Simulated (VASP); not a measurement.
# ScNb (P-6m2) in VASP: further runs, part 2 of 3

VASP 6.6.1.

## Step 3: Single point, PBE (Nb replaced by Ta, lengths x 1.011, strained and moved within the space group)

Input file INCAR:

```
PREC     = Accurate       # precision mode
ENCUT    = 520            # plane-wave cutoff, eV
EDIFF    = 1E-7           # SCF threshold, eV
ISMEAR   = 0              # smearing method
SIGMA    = 0.1            # smearing width, eV
LREAL    = F              # projectors in reciprocal space
LASPH    = T              # aspherical terms in the spheres
NELM     = 100            # most SCF steps
ALGO     = Fast           # electronic algorithm
ISIF     = 2              # what is computed and relaxed
LWAVE    = F              # write WAVECAR
LCHARG   = T              # write CHGCAR
GGA      = PE             # functional
LELF     = T              # ELF
LVHAR    = T            
NBANDS   = 18             # bands
```

Input file KPOINTS:

```
regular mesh
0
Gamma
  15 15 8
```

Input file POSCAR:

```
ScTa
1.0
    3.0290597324      0.0000000000      0.0000000000
   -1.5145298662      2.6232426778      0.0000000000
    0.0000000000      0.0000000000      5.0116637124
Sc Ta
1 1
Direct
    0.0000000000      0.0000000000      0.0000000000
    0.3333333300      0.6666666700      0.5000000000
```

Potentials or basis: VASP PAW PBE potentials, release 64 (Sc_sv, Ta_pv).

Command:

```
$ cat potpaw_PBE.64/Sc_sv/POTCAR potpaw_PBE.64/Ta_pv/POTCAR > POTCAR
$ mpirun -np 1 vasp_std > vasp.out
```

OUTCAR:

```text
PREC = Accurate
   ENCUT = 520
   EDIFF = 1E-7
   ISMEAR = 0
   LREAL = F
   LASPH = T
   NELM = 100
   ISIF = 2
   GGA = PE

 ion  position               nearest neighbor table
   1  0.000  0.000  0.000-   2 3.06   2 3.06   2 3.06   2 3.06   2 3.06   2 3.06
   2  0.333  0.667  0.500-   1 3.06   1 3.06   1 3.06   1 3.06   1 3.06   1 3.06

  LATTYP: Found a hexagonal cell.
 ALAT       =     3.0290597324
 C/A-ratio  =     1.6545278585

  Lattice vectors:

 A1 = (   3.0290597324,   0.0000000000,   0.0000000000)
 A2 = (  -1.5145298662,   2.6232426778,   0.0000000000)
 A3 = (   0.0000000000,   0.0000000000,   5.0116637124)

Analysis of symmetry for initial positions (statically):
=====================================================================
 Subroutine PRICEL returns:
 Original cell was already a primitive cell.

 Routine SETGRP: Setting up the symmetry group for a
 hexagonal supercell.

 Subroutine GETGRP returns: Found 12 space group operations
 (whereof 12 operations were pure point group operations)
 out of a pool of 24 trial point group operations.

The static configuration has the point symmetry D_3h.

Analysis of symmetry for dynamics (positions and initial velocities):
=====================================================================
 Subroutine PRICEL returns:
 Original cell was already a primitive cell.

 Routine SETGRP: Setting up the symmetry group for a
 hexagonal supercell.

 Subroutine GETGRP returns: Found 12 space group operations
 (whereof 12 operations were pure point group operations)
 out of a pool of 24 trial point group operations.

The dynamic configuration has the point symmetry D_3h.

 Subroutine INISYM returns: Found 12 space group operations
 (whereof 12 operations are pure point group operations),
 and found     1 'primitive' translations
[... 104 lines left out ...]
   TEBEG  =    0.0;   TEEND  =   0.0 temperature during run
   PSTRESS=    0.0 pullay stress
   NELECT =      22.0000    total number of electrons
   NUPDOWN=      -1.0000    fix difference up-down
   EMIN   =  10.00;   EMAX   =-10.00  energy-range for DOS
   EFERMI =   0.00;   METHOD = LEGACY
   ISMEAR =     0;   SIGMA  =   0.10  broadening in eV -4-tet -1-fermi 0-gaus
   EFERMI_NEDOS =   21; number of points for ismear=-14 and -15
   IALGO  =     68    algorithm
   IMIX   =      4    mixing-type and parameters
     AMIX     =   0.40;   BMIX     =  1.00
     AMIX_MAG =   1.60;   BMIX_MAG =  1.00
  volume/ion in A,a.u.               =      19.91       134.37
  Fermi-wavevector in a.u.,A,eV,Ry     =   1.343300  2.538469 24.551096  1.804455
  Thomas-Fermi vector in A             =   2.471385
   LORBIT       =      0    0 simple, 1 ext, 2 COOP (PROOUT), +10 PAW based schemes
   GGA     = PE    functional components
   LHFCALC =     F    Hartree Fock is set to
   AEXX    =    0.0000 exact exchange contribution
   IVDW    =     0    specifies the selected vdW correction
   LEPSILON=     F    determine dielectric tensor
   LRPA    =     F    only Hartree local field effects (RPA)
 non-spin polarized calculation
 RMM-DIIS sequential band-by-band and
 Gauss-broadening in eV      SIGMA  =   0.10
  energy-cutoff  :      520.00
  volume of cell :       39.82
 maximum number of plane-waves:      1099
 NGX is ok and might be reduce to    24
   NGX = 11   NGY = 11   NGZ = 19

 number of electron      21.9999999 magnetization

 Free energy of the ion-electron system (eV)
  ---------------------------------------------------
  ext. energy  EPLUGINS =         0.00000000
  ---------------------------------------------------
  free energy    TOTEN  =       -17.67601977 eV

  energy without entropy =      -17.66803101  energy(sigma->0) =      -17.67202539

 E-fermi :   5.0413     XC(G=0): -11.4464

 val. band max:        5.0330297491   @ k =   0.2667   0.2000   0.5000
 cond. band min:       5.0513431260   @ k =   0.2000   0.2000   0.5000
 fundamental gap:      0.0183133769
 Fermi energy:         5.0412962376

 k-point     1 :       0.0000    0.0000    0.0000
  band No.  band energies     occupation
      1     -43.8961      2.00000
      2     -29.2260      2.00000
      3     -28.7441      2.00000
      4     -28.7441      2.00000
      5     -22.5344      2.00000
      6     -22.2373      2.00000
[... 481 lines left out ...]
      5     -22.7870      2.00000
      6     -22.5176      2.00000
[... 10 lines left out ...]
     17       9.7564      0.00000
     18      11.7619      0.00000

 [... further k-points ...]
[... 5 lines left out ...]
  --------------------------------------------------------------------------------------
  -------------------------------------------------------------------------------------
  Total        0.7708356      0.7708356      0.7282635      0.0000000      0.0000000      0.0000000
  in kB       31.0130256     31.0130255     29.3002194      0.0000000      0.0000000      0.0000000
  external PRESSURE =      30.4420902 kB  Pullay stress =       0.0000000 kB

 VOLUME and BASIS-vectors are now :
 -----------------------------------------------------------------------------
  energy-cutoff  :      520.00
  volume of cell :       39.82
      direct lattice vectors                 reciprocal lattice vectors
     3.029059732  0.000000000  0.000000000     0.330135451  0.190603791  0.000000000
    -1.514529866  2.623242678  0.000000000     0.000000000  0.381207583  0.000000000
     0.000000000  0.000000000  5.011663712     0.000000000  0.000000000  0.199534537

 POSITION                                       TOTAL-FORCE (eV/Angst)
 -----------------------------------------------------------------------------------
      0.00000      0.00000      0.00000        -0.000000      0.000000      0.000000
     -0.00000      1.74883      2.50583         0.000000      0.000000      0.000000
 -----------------------------------------------------------------------------------
    total drift:                                0.000004     -0.000002     -0.000000

  FREE ENERGIE OF THE ION-ELECTRON SYSTEM (eV)
  ---------------------------------------------------
  free  energy   TOTEN  =       -17.6760197735 eV

  energy  without entropy=      -17.6680310063  energy(sigma->0) =      -17.67202539
```

OSZICAR:

```text
N       E                     dE             d eps       ncg     rms          rms(c)
DAV:   1     0.180292830043E+03    0.18029E+03   -0.11277E+04  4884   0.131E+03
DAV:   2    -0.118572830253E+02   -0.19215E+03   -0.18979E+03  4910   0.400E+02
DAV:   3    -0.186397430330E+02   -0.67825E+01   -0.65930E+01  7082   0.763E+01
DAV:   4    -0.188185892388E+02   -0.17885E+00   -0.17750E+00  7134   0.122E+01
DAV:   5    -0.188210399991E+02   -0.24508E-02   -0.24485E-02  7422   0.130E+00    0.127E+01
RMM:   6    -0.179595590645E+02    0.86148E+00   -0.12092E+00  5034   0.135E+01    0.640E+00
RMM:   7    -0.178610019470E+02    0.98557E-01   -0.12622E+00  6526   0.786E+00    0.280E+00
RMM:   8    -0.176811405469E+02    0.17986E+00   -0.46079E-01  6764   0.602E+00    0.724E-01
RMM:   9    -0.176756239863E+02    0.55166E-02   -0.38188E-02  6164   0.254E+00    0.401E-01
RMM:  10    -0.176765465488E+02   -0.92256E-03   -0.16406E-02  7642   0.850E-01    0.183E-01
RMM:  11    -0.176759668602E+02    0.57969E-03   -0.27724E-03  7533   0.390E-01    0.594E-02
RMM:  12    -0.176760100706E+02   -0.43210E-04   -0.69870E-04  7812   0.152E-01    0.367E-02
RMM:  13    -0.176760159561E+02   -0.58854E-05   -0.16249E-04  7601   0.921E-02    0.122E-02
RMM:  14    -0.176760180724E+02   -0.21163E-05   -0.50558E-05  7905   0.413E-02    0.784E-03
RMM:  15    -0.176760186753E+02   -0.60293E-06   -0.11667E-05  7509   0.176E-02    0.273E-03
RMM:  16    -0.176760195504E+02   -0.87505E-06   -0.43680E-06  6284   0.102E-02    0.275E-03
RMM:  17    -0.176760197641E+02   -0.21367E-06   -0.12814E-06  5857   0.613E-03    0.132E-03
RMM:  18    -0.176760197735E+02   -0.94610E-08   -0.50146E-07  5399   0.446E-03
   1 F= -.17676020E+02 E0= -.17672025E+02  d E =-.798877E-02
```

It took 71 s on 1 thread of Intel Xeon Platinum 8375C at 2.90GHz (Ice Lake), shared host; peak memory 0.23 GiB.

Results:

- Free energy: -17.6760 eV
- Pressure: 3.0 GPa
- Band gap on the k mesh: none (metal or under the smearing width)

Levels at points of the mesh, in eV from the Fermi level:
```csv
k point,band 9,band 10,band 11,band 12,band 13,band 14
"(0.00, 0.00, 0.00)",-3.19,0.54,0.88,0.88,1.16,2.14
"(0.00, 0.00, 0.50)",-3.89,-0.58,0.73,0.73,0.74,1.61
```

The run has no spin-orbit coupling, so splittings on Ta are missing.

## Step 4: Single point, PBE (Sc replaced by Al, lengths x 0.912, strained and moved within the space group)

Input file INCAR:

```
SYSTEM = NbAl
PREC = Accurate
ENCUT = 520
EDIFF = 1E-7
ISMEAR = 0
SIGMA = 0.1
LREAL = .FALSE.
LASPH = .TRUE.
NELM = 100
ALGO = Fast
ISIF = 2
LWAVE = .FALSE.
LCHARG = .FALSE.
GGA = PE
NBANDS = 15
```

Input file KPOINTS:

```
Automatic mesh
0
G
  18 18 10
  0 0 0
```

Input file POSCAR:

```
NbAl
1.0
    2.8889500925      0.0000000000      0.0000000000
   -1.4444750463      2.5019041703      0.0000000000
    0.0000000000      0.0000000000      4.7798484100
Al Nb
1 1
Direct
    0.0000000000      0.0000000000      0.0000000000
    0.3333333300      0.6666666700      0.5000000000
```

Potentials or basis: VASP PAW PBE potentials, release 64 (Al, Nb_sv).

Command:

```
$ cat potpaw_PBE.64/Al/POTCAR potpaw_PBE.64/Nb_sv/POTCAR > POTCAR
$ mpirun -np 1 vasp_std > vasp.out
```

Run time: 1.9 min. Hardware: 1 thread of Intel Xeon Platinum 8375C at 2.90GHz (Ice Lake), shared host; peak memory 0.24 GiB.

Results (log left out):

- Free energy: -14.3029 eV
- Pressure: 0.7 GPa
- Band gap on the k mesh: none (metal or under the smearing width)

Stress tensor (GPa, compression positive):
```
 4.12  0.00  0.00
 0.00  4.12  0.00
 0.00  0.00 -5.99
```

Levels at points of the mesh, in eV from the Fermi level:
```tsv
k point	band 5	band 6	band 7	band 8	band 9	band 10	band 11	band 12
(0.00, 0.00, 0.00)	-9.01	-3.33	-1.63	0.67	0.67	3.25	3.25	4.28
(0.50, 0.00, 0.00)	-4.23	-2.82	-2.78	-2.27	2.05	4.15	5.10	5.58
(0.00, 0.00, 0.50)	-7.91	-5.42	-1.72	0.69	0.69	3.12	3.12	6.46
(0.50, 0.00, 0.50)	-4.52	-3.15	-2.40	0.33	1.17	1.75	2.91	5.58
```

(Continued in part 3 of 3.)
